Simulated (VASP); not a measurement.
Calculation: LDA (Ceperley-Alder, Perdew-Zunger), VASP's LDA PAW potentials (set 64) (plane waves; VASP 6.6.1).

A VASP calculation is set up with these files.

### KPOINTS
```
Regular mesh
0
gamma
3 3 3
0 0 0
```

### INCAR
```
! general
SYSTEM  = TiPd2
PREC    = Accurate
ENCUT   = 300
LREAL   = .FALSE.
LASPH   = .TRUE.

! electronic loop
EDIFF   = 1E-6
NELM    = 100
ALGO    = Normal
LMAXMIX = 4

! smearing
ISMEAR  = 0
SIGMA   = 0.272

! ions
ISIF    = 2

! output
LWAVE   = .FALSE.
LCHARG  = .FALSE.
```

**POSCAR**
```
TiPd2
1
   -1.6374000000     1.6374000000     4.3882350000
    1.6374000000    -1.6374000000     4.3882350000
    1.6374000000     1.6374000000    -4.3882350000
Ti Pd
1 2
Direct
  0.0000000000   0.0000000000   0.0000000000
  0.6568600000   0.6568600000   0.0000000000
  0.3431400000   0.3431400000   0.0000000000
```

POTCAR, in this order: Ti_sv Pd (LDA.64 set). Program: vasp_std.

The run wrote:

OUTCAR:
```
 ion  position               nearest neighbor table
   1  0.000  0.000  0.000-   2 2.69   2 2.69   2 2.69   3 2.69   2 2.69   3 2.69   3 2.69   3 2.69
                             2 3.01   3 3.01
   2  0.657  0.657  0.000-   1 2.69   1 2.69   1 2.69   1 2.69   3 2.75   3 2.83   3 2.83   3 2.83
                             3 2.83   1 3.01
   3  0.343  0.343  0.000-   1 2.69   1 2.69   1 2.69   1 2.69   2 2.75   2 2.83   2 2.83   2 2.83
                             2 2.83   1 3.01
  LATTYP: Found a body centered tetragonal cell.
 ALAT       =     3.2748000000
 C/A-ratio  =     2.6800018322
 Subroutine PRICEL returns:
 Original cell was already a primitive cell.
 Subroutine GETGRP returns: Found 16 space group operations
The static configuration has the point symmetry D_4h.
The dynamic configuration has the point symmetry D_4h.
 Subroutine INISYM returns: Found 16 space group operations
 Subroutine IBZKPT returns following result:
 Found      6 irreducible k-points:

 Following reciprocal coordinates:
            Coordinates               Weight
  0.000000  0.000000  0.000000      1.000000
  0.333333  0.000000 -0.000000      8.000000
  0.333333  0.333333 -0.000000      8.000000
 -0.333333  0.333333  0.000000      4.000000
 -0.333333  0.333333  0.333333      4.000000
 -0.333333 -0.333333  0.333333      2.000000
   k-points           NKPTS =      6   k-points in BZ     NKDIM =      6   number of bands    NBANDS=     20
   number of dos      NEDOS =    301   number of ions     NIONS =      3
   total plane-waves  NPLWV =  21952
   dimension x,y,z NGX =    28 NGY =   28 NGZ =   28
   dimension x,y,z NGXF=    56 NGYF=   56 NGZF=   56
   ions per type =               1   2
   PREC   = accura    normal or accurate (medium, high low for compatibility)
   ISTART =      0    job   : 0-new  1-cont  2-samecut
   ICHARG =      2    charge: 1-file 2-atom 10-const
   ISPIN  =      1    spin polarized calculation?
   LNONCOLLINEAR =      F non collinear calculations
   LSORBIT =      F    spin-orbit coupling
   INIWAV =      1    electr: 0-lowe 1-rand  2-diag
   ENCUT  =  300.0 eV  22.05 Ry    4.70 a.u.   7.01  7.01  7.01*2*pi/ulx,y,z
   NELM   =    100;   NELMIN=  2; NELMDL= -5     # of ELM steps
   EDIFF  = 0.1E-05   stopping-criterion for ELM
   LREAL  =      F    real-space projection
   NLSPLINE    = F    spline interpolate recip. space projectors
   LMAXMIX     =    4 max onsite mixed and CHGCAR
   VOSKOWN=      0    Vosko Wilk Nusair interpolation
   EDIFFG = 0.1E-04   stopping-criterion for IOM
   NSW    =      0    number of steps for IOM
   NBLOCK =      1;   KBLOCK =      1    inner block; outer block
   IBRION =     -1    ionic relax: 0-MD 1-quasi-New 2-CG
   NFREE  =      0    steps in history (QN), initial steepest desc. (CG)
   ISIF   =      2    stress and relaxation
   ISYM   =      2    0-nonsym 1-usesym 2-fastsym
   TEIN   =    0.0    initial temperature
   TEBEG  =    0.0;   TEEND  =   0.0 temperature during run
   SMASS  =  -3.00    Nose mass-parameter (am)
   PSTRESS=    0.0 pullay stress
   NELECT =      32.0000    total number of electrons
   EFERMI =   0.00;   METHOD = LEGACY
   ISMEAR =     0;   SIGMA  =   0.27  broadening in eV -4-tet -1-fermi 0-gaus
   IALGO  =     38    algorithm
   LDIAG  =      T    sub-space diagonalisation (order eigenvalues)
   IMIX   =      4    mixing-type and parameters
     AMIX     =   0.40;   BMIX     =  1.00
     AMIX_MAG =   1.60;   BMIX_MAG =  1.00
     AMIN     =   0.10
   GGA     = CA    functional components
   VOSKOWN =     0    Vosko Wilk Nusair interpolation
   LHFCALC =     F    Hartree Fock is set to
   LHFONE  =     F    Hartree Fock one center treatment
   AEXX    =    0.0000 exact exchange contribution
   IVDW    =     0    specifies the selected vdW correction
   LEPSILON=     F    determine dielectric tensor
   LRPA    =     F    only Hartree local field effects (RPA)
...
```

File OSZICAR:
```
       N       E                     dE             d eps       ncg     rms          rms(c)
DAV:   1     0.210640877275E+03    0.21064E+03   -0.11385E+04   248   0.118E+03
DAV:   2    -0.113609374666E+02   -0.22200E+03   -0.21114E+03   248   0.354E+02
DAV:   3    -0.258872165134E+02   -0.14526E+02   -0.13835E+02   328   0.893E+01
DAV:   4    -0.263265517338E+02   -0.43934E+00   -0.43759E+00   296   0.144E+01
DAV:   5    -0.263351307804E+02   -0.85790E-02   -0.85777E-02   324   0.202E+00    0.125E+01
DAV:   6    -0.243790338654E+02    0.19561E+01   -0.13708E+01   316   0.350E+01    0.853E+00
DAV:   7    -0.239498136650E+02    0.42922E+00   -0.69784E+00   312   0.265E+01    0.429E+00
DAV:   8    -0.236393796068E+02    0.31043E+00   -0.83502E-01   336   0.892E+00    0.138E+00
DAV:   9    -0.236378744955E+02    0.15051E-02   -0.95679E-02   360   0.209E+00    0.806E-01
DAV:  10    -0.236295410522E+02    0.83334E-02   -0.33147E-02   304   0.206E+00    0.799E-02
DAV:  11    -0.236296065742E+02   -0.65522E-04   -0.95997E-04   280   0.277E-01    0.417E-02
DAV:  12    -0.236295761773E+02    0.30397E-04   -0.51563E-05   292   0.653E-02    0.199E-02
DAV:  13    -0.236295737217E+02    0.24557E-05   -0.14947E-05   288   0.249E-02    0.338E-03
DAV:  14    -0.236295737128E+02    0.89435E-08   -0.48047E-07   160   0.632E-03
   1 F= -.23629574E+02 E0= -.23596448E+02  d E =-.662514E-01
```

### OUTCAR
```
------------------------ aborting loop because EDIFF is reached ----------------------------------------
  FORCE on cell =-STRESS in cart. coord.  units (eV):
  Direction    XX          YY          ZZ          XY          YZ          ZX
  --------------------------------------------------------------------------------------
  Total       -4.4291782     -4.4291782     -3.5877066      0.0000000      0.0000000      0.0000000
  in kB     -150.7906078   -150.7906078   -122.1428525      0.0000000      0.0000000      0.0000000
  external PRESSURE =    -141.2413561 kB  Pullay stress =       0.0000000 kB
  volume of cell :       47.06
      direct lattice vectors                 reciprocal lattice vectors
    -1.637400000  1.637400000  4.388235000     0.000000000  0.305362160  0.113941026
     1.637400000 -1.637400000  4.388235000     0.305362160  0.000000000  0.113941026
     1.637400000  1.637400000 -4.388235000     0.305362160  0.305362160  0.000000000
 POSITION                                       TOTAL-FORCE (eV/Angst)
 -----------------------------------------------------------------------------------
      0.00000      0.00000      0.00000        -0.000000     -0.000000      0.000000
      0.00000      0.00000      5.76491         0.000000      0.000000     -0.030416
      0.00000      0.00000      3.01156         0.000000      0.000000      0.030416
 -----------------------------------------------------------------------------------
    total drift:                               -0.000000     -0.000000      0.000000
  FREE ENERGIE OF THE ION-ELECTRON SYSTEM (eV)
  ---------------------------------------------------
  free  energy   TOTEN  =       -23.6295737128 eV

  energy  without entropy=      -23.5633223192  energy(sigma->0) =      -23.59644802
```
(Selected blocks of OUTCAR.)

**OUTCAR**
```
 val. band max:        9.2872512703   @ k =   0.3333   0.0000  -0.0000

 cond. band min:       9.4579748885   @ k =  -0.3333   0.3333   0.0000


 Fermi energy:         9.4290353161

 k-point     1 :       0.0000    0.0000    0.0000
  band No.  band energies     occupation
      1     -47.3949      2.00000
      2     -24.0076      2.00000
      3     -23.9898      2.00000
      4     -23.9898      2.00000
      5       2.2170      2.00000
      6       4.9819      2.00000
      7       5.2145      2.00000
      8       5.4675      2.00000
      9       5.7952      2.00000
     10       6.0710      2.00000
     11       6.5906      2.00000
     12       6.5906      2.00000
     13       6.8730      2.00000
     14       6.8731      2.00000
     15       7.7349      2.00000
     16       8.7316      1.99971
     17      10.0812      0.00070
     18      10.1149      0.00036
     19      10.1149      0.00036
     20      11.3048      0.00000

 k-point     2 :       0.3333    0.0000   -0.0000
  band No.  band energies     occupation
      1     -47.3872      2.00000
      2     -24.0768      2.00000
      3     -23.9977      2.00000
      4     -23.9838      2.00000
      5       4.0038      2.00000
      6       4.5516      2.00000
      7       5.0017      2.00000
      8       5.5124      2.00000
      9       5.7280      2.00000
     10       5.9714      2.00000
     11       6.5175      2.00000
     12       6.7673      2.00000
     13       7.0327      2.00000
     14       7.1328      2.00000
     15       7.6396      2.00000
     16       9.2873      1.53899
     17       9.8787      0.01938
     18      10.2043      0.00006
     19      11.2286      0.00000
     20      11.3826      0.00000

 k-point     3 :       0.3333    0.3333   -0.0000
  band No.  band energies     occupation
      1     -47.3803      2.00000
      2     -24.0693      2.00000
      3     -24.0669      2.00000
      4     -23.9925      2.00000
      5       4.8092      2.00000
...
```

At this cut-off the stress carries a Pulay error, which pulls relaxed volumes low.

The structure comes from a computed database's TiPd2 entry (I4/mmm); how it stands against other phases isn't given here. The cell was not relaxed at this level. The k-mesh is coarse (spacing up to 0.90 per Å, 2π included), so the numbers may not be converged in it. The run is one of a series of settings (KPOINTS 3×3×3 Γ-centred mesh against the base run), some of them coarse on purpose.
